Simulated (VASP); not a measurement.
These are PBE GGA with D3 dispersion (Becke-Johnson damping), VASP's PBE PAW potentials (set 64) (plane waves; VASP) values and carry that method's errors.

The input files of a VASP run:

KPOINTS:
```
k-points along high-symmetry lines
10
Line-mode
Reciprocal
  0.000000   0.000000   0.000000 ! GAMMA
  0.000000   0.500000   0.000000 ! M

  0.000000   0.500000   0.000000 ! M
 -0.333333   0.666667   0.000000 ! K

 -0.333333   0.666667   0.000000 ! K
  0.000000   0.000000   0.000000 ! GAMMA

  0.000000   0.000000   0.000000 ! GAMMA
  0.000000   0.000000   0.500000 ! A

  0.000000   0.000000   0.500000 ! A
  0.000000   0.500000   0.500000 ! L

  0.000000   0.500000   0.500000 ! L
 -0.333333   0.666667   0.500000 ! H

 -0.333333   0.666667   0.500000 ! H
  0.000000   0.000000   0.500000 ! A

  0.000000   0.500000   0.500000 ! L
  0.000000   0.500000   0.000000 ! M

 -0.333333   0.666667   0.500000 ! H
 -0.333333   0.666667   0.000000 ! K
```

**POSCAR**
```
CdS
1
    2.0758371693    -3.5954552723     0.0000000000
    2.0758371693     3.5954552723     0.0000000000
    0.0000000000     0.0000000000     6.7490333203
Cd S
2 2
Direct
  0.6666670000   0.3333330000   0.5000545832
  0.3333330000   0.6666670000   0.0000545832
  0.6666670000   0.3333330000   0.8769454168
  0.3333330000   0.6666670000   0.3769454168
```

### INCAR
```
# general
SYSTEM   =  CdS
PREC     =  Accurate
ENCUT    =  520   # plane-wave cut-off (eV)
LREAL    =  .FALSE.   # projection in real space or not
LASPH    =  .TRUE.   # aspherical one-centre terms
ICHARG   =  11   # fixed density

# electronic loop
EDIFF    =  1E-7
NELM     =  100
ALGO     =  Normal
LMAXMIX  =  4

# smearing
ISMEAR   =  0
SIGMA    =  0.05   # width (eV)

# functional
GGA      =  PE
IVDW     =  12   # D3, Becke-Johnson

# output
LWAVE    =  .FALSE.
LCHARG   =  .FALSE.
LORBIT   =  11
```

POTCAR, in this order: Cd S (PBE.64 set). Program: vasp_std. Read from the step before: CHGCAR.

The run wrote:

### OUTCAR
```
 ion  position               nearest neighbor table
   1  0.667  0.333  0.500-   4 2.54   4 2.54   4 2.54   3 2.54
   2  0.333  0.667  0.000-   3 2.54   3 2.54   3 2.54   4 2.54
   3  0.667  0.333  0.877-   2 2.54   2 2.54   2 2.54   1 2.54
   4  0.333  0.667  0.377-   1 2.54   1 2.54   1 2.54   2 2.54
  LATTYP: Found a hexagonal cell.
 ALAT       =     4.1516741886
 C/A-ratio  =     1.6256172844
 Subroutine PRICEL returns:
 Original cell was already a primitive cell.
 Subroutine GETGRP returns: Found 12 space group operations
The static configuration has the point symmetry C_3v.
 The point group associated with its full space group is C_6v.
The dynamic configuration has the point symmetry C_3v.
 Subroutine INISYM returns: Found 12 space group operations
   k-points           NKPTS =     90   k-points in BZ     NKDIM =     90   number of bands    NBANDS=     22
   number of dos      NEDOS =    301   number of ions     NIONS =      4
   total plane-waves  NPLWV =  51200
   dimension x,y,z NGX =    32 NGY =   32 NGZ =   50
   dimension x,y,z NGXF=    64 NGYF=   64 NGZF=  100
   ions per type =               2   2
   PREC   = accura    normal or accurate (medium, high low for compatibility)
   ISTART =      0    job   : 0-new  1-cont  2-samecut
   ICHARG =     11    charge: 1-file 2-atom 10-const
   ISPIN  =      1    spin polarized calculation?
...
```

OSZICAR:
```
       N       E                     dE             d eps       ncg     rms          rms(c)
DAV:   1     0.247425435028E+03    0.24743E+03   -0.17942E+04  3960   0.150E+03
DAV:   2     0.181360223471E+01   -0.24561E+03   -0.24055E+03  4434   0.362E+02
DAV:   3    -0.114313138297E+02   -0.13245E+02   -0.13169E+02  4674   0.828E+01
DAV:   4    -0.115849538694E+02   -0.15364E+00   -0.15348E+00  4638   0.855E+00
DAV:   5    -0.115875332606E+02   -0.25794E-02   -0.25792E-02  4782   0.107E+00
DAV:   6    -0.115876103032E+02   -0.77043E-04   -0.77034E-04  4762   0.171E-01
DAV:   7    -0.115876128656E+02   -0.25624E-05   -0.25623E-05  4784   0.284E-02
DAV:   8    -0.115876129713E+02   -0.10564E-06   -0.10564E-06  4644   0.522E-03
DAV:   9    -0.115876129751E+02   -0.38863E-08   -0.38134E-08  3300   0.937E-04
   1 F= -.12793245E+02 E0= -.12793245E+02  d E =-.229368E-11
```

### OUTCAR
```
 val. band max:        1.1828681837   @ k =   0.0000   0.0000   0.0000

 cond. band min:       2.3775626237   @ k =  -0.0000   0.0000   0.0000



 k-point     1 :       0.0000    0.0000    0.0000
  band No.  band energies     occupation
      1     -11.0973      2.00000
      2     -10.6790      2.00000
      3      -6.4689      2.00000
      4      -6.4643      2.00000
      5      -6.4643      2.00000
      6      -6.3831      2.00000
      7      -6.3831      2.00000
      8      -6.0624      2.00000
      9      -6.0624      2.00000
     10      -5.9737      2.00000
     11      -5.9737      2.00000
     12      -5.6395      2.00000
     13      -3.1073      2.00000
     14       0.4433      2.00000
     15       0.4433      2.00000
     16       1.1431      2.00000
     17       1.1829      2.00000
     18       1.1829      2.00000
     19       2.3776      0.00000
     20       3.9593      0.00000
     21       7.6617      0.00000
     22       7.6618      0.00000

 k-point     2 :       0.0000    0.0556    0.0000
  band No.  band energies     occupation
      1     -11.0864      2.00000
      2     -10.6741      2.00000
      3      -6.4674      2.00000
      4      -6.4596      2.00000
      5      -6.4543      2.00000
      6      -6.3782      2.00000
      7      -6.3768      2.00000
      8      -6.0648      2.00000
      9      -6.0626      2.00000
     10      -5.9788      2.00000
     11      -5.9727      2.00000
     12      -5.6318      2.00000
     13      -3.0858      2.00000
     14       0.3053      2.00000
     15       0.4035      2.00000
     16       0.9491      2.00000
     17       1.1223      2.00000
     18       1.1608      2.00000
     19       2.6047      0.00000
     20       4.0949      0.00000
     21       7.5357      0.00000
     22       7.7121      0.00000

 k-point     3 :       0.0000    0.1111    0.0000
  band No.  band energies     occupation
      1     -11.0547      2.00000
      2     -10.6601      2.00000
...
```

The density is held fixed in this step, so its total energy and stress have no physical meaning.

The compound is CdS in the wurtzite structure. It was relaxed first.
